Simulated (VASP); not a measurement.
Computed with PBEsol GGA, VASP's PBE PAW potentials (set 64) (plane waves; VASP 6.6.1).

VASP input:

**INCAR**
```
! general
SYSTEM   =  SrAg3Pd2
PREC     =  Accurate
ENCUT    =  300
LREAL    =  .FALSE.
LASPH    =  .TRUE.

! electronic loop
EDIFF    =  1E-6
NELM     =  100
ALGO     =  Normal
LMAXMIX  =  4

! smearing
ISMEAR   =  0
SIGMA    =  0.2

! functional
GGA      =  PS

! ions
ISIF     =  2

! output
LWAVE    =  .FALSE.
LCHARG   =  .FALSE.
```

**KPOINTS**
```
Automatic mesh
0
Gamma
6 6 6
0 0 0
```

**POSCAR**
```
SrAg3Pd2
1
    5.5485800000     0.0000000000     0.0000000000
   -2.7742900000     4.8052110000     0.0000000000
    0.0000000000     0.0000000000     4.5561600000
Sr Ag Pd
1 3 2
Direct
  0.0000000000   0.0000000000   0.0000000000
  0.5000000000   0.0000000000   0.5000000000
  0.5000000000   0.5000000000   0.5000000000
  0.0000000000   0.5000000000   0.5000000000
  0.3333330000   0.6666670000   0.0000000000
  0.6666670000   0.3333330000   0.0000000000
```

POTCAR, in this order: Sr_sv Ag Pd (PBE.64 set). Program: vasp_std.

What VASP printed:

**OSZICAR**
```
       N       E                     dE             d eps       ncg     rms          rms(c)
DAV:   1     0.294719822483E+03    0.29472E+03   -0.23077E+04  2072   0.106E+03
DAV:   2    -0.162370898666E+02   -0.31096E+03   -0.29569E+03  2248   0.283E+02
DAV:   3    -0.275226354310E+02   -0.11286E+02   -0.11038E+02  2658   0.511E+01
DAV:   4    -0.278198078802E+02   -0.29717E+00   -0.29646E+00  2888   0.694E+00
DAV:   5    -0.278236298973E+02   -0.38220E-02   -0.38217E-02  2519   0.754E-01    0.243E+01
DAV:   6    -0.257170295710E+02    0.21066E+01   -0.12977E+01  2262   0.375E+01    0.139E+01
DAV:   7    -0.255995384287E+02    0.11749E+00   -0.22974E+00  2221   0.140E+01    0.486E+00
DAV:   8    -0.255222599791E+02    0.77278E-01   -0.45374E-01  2333   0.616E+00    0.320E+00
DAV:   9    -0.255044698474E+02    0.17790E-01   -0.68914E-02  2558   0.213E+00    0.653E-01
DAV:  10    -0.255040351403E+02    0.43471E-03   -0.47062E-03  2421   0.491E-01    0.169E-01
DAV:  11    -0.255040350368E+02    0.10346E-06   -0.68543E-04  2570   0.178E-01    0.526E-02
DAV:  12    -0.255040206992E+02    0.14338E-04   -0.11653E-04  2371   0.966E-02    0.123E-02
DAV:  13    -0.255040232751E+02   -0.25759E-05   -0.10436E-05  2557   0.231E-02    0.548E-03
DAV:  14    -0.255040229251E+02    0.34996E-06   -0.18446E-06  1627   0.986E-03
   1 F= -.25504023E+02 E0= -.25481959E+02  d E =-.441278E-01
```

OUTCAR:
```
------------------------ aborting loop because EDIFF is reached ----------------------------------------
  FORCE on cell =-STRESS in cart. coord.  units (eV):
  Direction    XX          YY          ZZ          XY          YZ          ZX
  --------------------------------------------------------------------------------------
  Total       -2.1407517     -2.1407515     -3.0063953      0.0000000      0.0000000      0.0000000
  in kB      -28.2347278    -28.2347251    -39.6518442      0.0000000      0.0000000      0.0000000
  external PRESSURE =     -32.0404324 kB  Pullay stress =       0.0000000 kB
  volume of cell :      121.48
      direct lattice vectors                 reciprocal lattice vectors
     5.548580000  0.000000000  0.000000000     0.180226292  0.104053703  0.000000000
    -2.774290000  4.805211000  0.000000000     0.000000000  0.208107407  0.000000000
     0.000000000  0.000000000  4.556160000     0.000000000  0.000000000  0.219483073
 POSITION                                       TOTAL-FORCE (eV/Angst)
 -----------------------------------------------------------------------------------
      0.00000      0.00000      0.00000        -0.000000     -0.000000      0.000000
      2.77429      0.00000      2.27808        -0.000000     -0.000000      0.000000
      1.38715      2.40261      2.27808        -0.000000     -0.000000      0.000000
     -1.38715      2.40261      2.27808        -0.000000     -0.000000      0.000000
     -0.00000      3.20348      0.00000         0.000000      0.000000      0.000000
      2.77429      1.60174      0.00000        -0.000000      0.000000      0.000000
 -----------------------------------------------------------------------------------
    total drift:                               -0.000000     -0.000000      0.000000
  FREE ENERGIE OF THE ION-ELECTRON SYSTEM (eV)
  ---------------------------------------------------
  free  energy   TOTEN  =       -25.5040229251 eV

  energy  without entropy=      -25.4598951350  energy(sigma->0) =      -25.48195903
```
(Selected blocks of OUTCAR.)

OUTCAR:
```
 val. band max:        6.2148757096   @ k =   0.1667   0.1667   0.5000

 cond. band min:       6.3064538790   @ k =   0.1667   0.0000   0.3333


 Fermi energy:         6.2428753957

 k-point     1 :       0.0000    0.0000    0.0000
  band No.  band energies     occupation
      1     -28.6983      2.00000
      2     -10.8071      2.00000
      3     -10.7384      2.00000
      4     -10.7384      2.00000
      5      -0.7345      2.00000
      6       0.5478      2.00000
      7       0.8351      2.00000
      8       0.8352      2.00000
      9       0.9057      2.00000
     10       1.1818      2.00000
     11       1.2001      2.00000
     12       1.2001      2.00000
     13       1.9010      2.00000
     14       1.9011      2.00000
     15       2.6035      2.00000
     16       2.6035      2.00000
     17       2.6768      2.00000
     18       2.7771      2.00000
     19       2.7771      2.00000
     20       3.4623      2.00000
     21       3.7769      2.00000
     22       3.7769      2.00000
     23       3.8181      2.00000
     24       4.0132      2.00000
     25       4.2611      2.00000
     26       4.2611      2.00000
     27       4.6542      2.00000
     28       4.6543      2.00000
     29       5.4307      2.00000
     30       5.4307      2.00000
     31       7.6629      0.00000
     32       7.6668      0.00000
     33       7.6669      0.00000
     34       7.6853      0.00000
     35       8.6572      0.00000
     36       8.6572      0.00000
     37       8.7873      0.00000

 k-point     2 :       0.1667    0.0000    0.0000
  band No.  band energies     occupation
      1     -28.6981      2.00000
      2     -10.8077      2.00000
      3     -10.7434      2.00000
      4     -10.7384      2.00000
      5      -0.5566      2.00000
      6       0.6946      2.00000
      7       0.8657      2.00000
      8       0.9636      2.00000
      9       0.9730      2.00000
     10       1.2351      2.00000
     11       1.2659      2.00000
...
```

At this cut-off the stress carries a Pulay error, which pulls relaxed volumes low.

The structure comes from a computed database's SrAg3Pd2 entry (P6/mmm); how it stands against other phases isn't given here. The cell was not relaxed at this level. The electron count is odd and the run is not spin-polarised, which forces a metal.
